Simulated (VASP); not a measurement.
Consider the following.

```xyz
5
Lattice="3.7687 0.0000 0.0000 0.0000 3.7687 0.0000 0.0000 0.0000 3.7687" Properties=species:S:1:pos:R:3 pbc="T T T"
Sr     0.0000     0.0000     0.0000
V      1.8844     1.8844     1.8844
O      1.8844     0.0000     1.8844
O      0.0000     1.8844     1.8844
O      1.8844     1.8844     0.0000
```

Level of theory: revTPSS meta-GGA, VASP's PBE PAW potentials (set 64) (plane waves; VASP). Numerical set-up: 520 eV cut-off, 8×8×8 Γ-centred mesh, first-order Methfessel-Paxton smearing of 0.10 eV, potentials Sr_sv V_sv O.

Q: Give the stress tensor in GPa (positive for a compressed cell).

A: 
```
13.93   0.00   0.00
 0.00  13.93   0.00
 0.00   0.00  13.93
```
The pressure is its mean diagonal, 13.93 GPa.

The compound is SrVO3 in the cubic perovskite structure. This cell is one point of a volume scan, at 0.94 of the reference volume. The run is not spin-polarised, so no magnetic state was tried. The electron count is odd and the run is not spin-polarised, which forces a metal.
